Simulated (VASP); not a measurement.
A VASP calculation is set up with these files.

### KPOINTS
```
Automatic mesh
0
Gamma
5 5 5
0 0 0
```

INCAR:
```
SYSTEM = Zr3Sc
PREC = Accurate; ENCUT = 300; LREAL = .False.
LASPH = .True.
EDIFF = 1E-6; NELM = 100; ALGO = Normal
LMAXMIX = 4
ISMEAR = 0; SIGMA = 0.272
GGA = PE
ISIF = 2
LWAVE = .False.; LCHARG = .False.
```

**POSCAR**
```
Zr3Sc
1.0
  0.0000000000   3.8362390000   3.8362390000
  3.8362390000   0.0000000000   3.8362390000
  3.8362390000   3.8362390000   0.0000000000
Sc Zr
1 3
Cart
  0.0000000000   0.0000000000   0.0000000000
  3.8362390000   3.8362390000   3.8362390000
  1.9181195000   1.9181195000   1.9181195000
  5.7543585000   5.7543585000   5.7543585000
```

POTCAR, in this order: Sc_sv Zr_sv (PBE.64 set). Program: vasp_std.

Write an equivalent input for Ansatz.

One equivalent input (not run):
Ansatz 0.2 input:
```yaml
crystal:
  lattice:
    - [0.0000000, 3.8362390, 3.8362390]
    - [3.8362390, 0.0000000, 3.8362390]
    - [3.8362390, 3.8362390, 0.0000000]
  atoms:
    - { symbol: Sc, position: [0.0000000, 0.0000000, 0.0000000] }
    - { symbol: Zr, position: [0.5000000, 0.5000000, 0.5000000] }
    - { symbol: Zr, position: [0.2500000, 0.2500000, 0.2500000] }
    - { symbol: Zr, position: [0.7500000, 0.7500000, 0.7500000] }
kpoints:
  mp_grid: { grid: [5, 5, 5] }
hamiltonian:
  xc: pbe
  pseudopotentials: { kind: paw }
scf:
  occupations: { method: gaussian, width: 0.272 }
  max_iter: 100
output: { forces: true, stress: true, eigenvalues: true }
```
What does not carry over: each code has its own PAW files, so the cut-off isn't converted (ENCUT is set for VASP's; basis.ecutwfc is left out, and Ansatz then takes the one that its files recommend); Ansatz stops its SCF on the density residual and VASP on the energy change (EDIFF).

The structure was generated: Zr3Sc was put into an ordered model structure, which need not be its known phase. The cell was not relaxed at this level.
